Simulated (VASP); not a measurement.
These are PBE GGA, VASP's PBE PAW potentials (set 64) (plane waves; VASP) values and carry that method's errors.

VASP input:

### INCAR
```
SYSTEM  =  Lu
PREC  =  Accurate; ENCUT  =  400; LREAL  =  .False.
LASPH  =  .True.
EDIFF  =  1E-6; NELM  =  100; ALGO  =  Normal
LMAXMIX  =  6
ISMEAR  =  1; SIGMA  =  0.1
GGA  =  PE
ISIF  =  2
LWAVE  =  .False.; LCHARG  =  .False.
```

### POSCAR
```
Lu
3.50
  0.5000000000  -0.8660254286   0.0000000000
  0.5000000000   0.8660254286   0.0000000000
  0.0000000000   0.0000000000   1.5857142857
Lu
2
Direct
  0.3333330000   0.6666670000   0.2500000000
  0.6666670000   0.3333330000   0.7500000000
```

File KPOINTS:
```
Automatic mesh
0
Gamma
9 9 5
0 0 0
```

POTCAR, in this order: Lu_3 (PBE.64 set). Program: vasp_std.

What VASP printed:

OSZICAR:
```
       N       E                     dE             d eps       ncg     rms          rms(c)
DAV:   1     0.375347055319E+02    0.37535E+02   -0.79064E+03  1742   0.132E+03
DAV:   2    -0.667537108244E+01   -0.44210E+02   -0.43091E+02  1575   0.648E+02
DAV:   3    -0.881048076883E+01   -0.21351E+01   -0.20235E+01  1659   0.610E+01
DAV:   4    -0.890766778170E+01   -0.97187E-01   -0.95419E-01  1714   0.965E+00
DAV:   5    -0.891044703627E+01   -0.27793E-02   -0.27148E-02  1597   0.237E+00    0.255E+01
DAV:   6    -0.889669911171E+01    0.13748E-01   -0.36705E-02  1574   0.433E+00    0.151E+01
DAV:   7    -0.890314257636E+01   -0.64435E-02   -0.66487E-02  1514   0.563E+00    0.373E-01
DAV:   8    -0.890302784063E+01    0.11474E-03   -0.46819E-03  1542   0.102E+00    0.984E-02
DAV:   9    -0.890303733855E+01   -0.94979E-05   -0.20768E-04  1600   0.226E-01    0.299E-02
DAV:  10    -0.890303304358E+01    0.42950E-05   -0.20456E-05  1616   0.729E-02    0.305E-02
DAV:  11    -0.890303348282E+01   -0.43925E-06   -0.71831E-07   923   0.155E-02
   1 F= -.89030335E+01 E0= -.89025576E+01  d E =-.142773E-02
```

**OUTCAR**
```
------------------------ aborting loop because EDIFF is reached ----------------------------------------
  FORCE on cell =-STRESS in cart. coord.  units (eV):
  Direction    XX          YY          ZZ          XY          YZ          ZX
  --------------------------------------------------------------------------------------
  Total        0.1486151      0.1486151     -0.2493597      0.0000000      0.0000000     -0.0000000
  in kB        4.0440255      4.0440258     -6.7854270      0.0000000      0.0000000     -0.0000000
  external PRESSURE =       0.4342081 kB  Pullay stress =       0.0000000 kB
  volume of cell :       58.88
      direct lattice vectors                 reciprocal lattice vectors
     1.750000000 -3.031089000  0.000000000     0.285714286 -0.164957215  0.000000000
     1.750000000  3.031089000  0.000000000     0.285714286  0.164957215  0.000000000
     0.000000000  0.000000000  5.550000000     0.000000000  0.000000000  0.180180180
 POSITION                                       TOTAL-FORCE (eV/Angst)
 -----------------------------------------------------------------------------------
      1.75000      1.01037      1.38750        -0.000000      0.000000      0.000000
      1.75000     -1.01037      4.16250         0.000000     -0.000000      0.000000
 -----------------------------------------------------------------------------------
    total drift:                                0.000001      0.000070     -0.000012
  FREE ENERGIE OF THE ION-ELECTRON SYSTEM (eV)
  ---------------------------------------------------
  free  energy   TOTEN  =        -8.9030334828 eV

  energy  without entropy=       -8.9016057521  energy(sigma->0) =       -8.90255757
```
(Selected blocks of OUTCAR.)

The compound is Lu in the hcp structure. The cell was not relaxed at this level.
